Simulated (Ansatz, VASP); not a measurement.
# Two plane-wave programs on AgHgF3

```
CELL_PARAMETERS angstrom
4.53708 0.00000 0.00000
0.00000 4.53708 0.00000
0.00000 0.00000 4.53708
ATOMIC_POSITIONS crystal
Ag 0.00000 0.00000 0.00000
Hg 0.50000 0.50000 0.50000
F 0.50000 0.50000 0.00000
F 0.00000 0.50000 0.50000
F 0.50000 0.00000 0.50000
```

Alike in both runs: functional PBE; k mesh 8 × 8 × 8; occupations gaussian, width 0.1 eV; no spin polarisation.

Ansatz relaxed the structure, and its values are those at the end. VASP's run is a single point on that final structure, the one shown.

|  | VASP | Ansatz |
| --- | --- | --- |
| version | VASP 6.6.1 | Ansatz 0.2.0 |
| potentials or method | VASP PAW PBE potentials, release 64 (Ag, Hg, F) | scalar-relativistic, plane waves, PAW |
| plane-wave cutoff (eV) | 520 | 420 |
| valence electrons in the cell | 44 | 60 |

```tsv
	VASP	Ansatz	Ansatz less VASP
gap on the k mesh at the Fermi level (eV)	none	none	-
pressure (GPa)	0.3	0.0	-0.27
```

A gap of «none» marks a metal or a gap that the smearing closes. The two sets of potentials don't hold the same shells in valence.

The runs have no spin-orbit coupling, so splittings on Hg are missing.
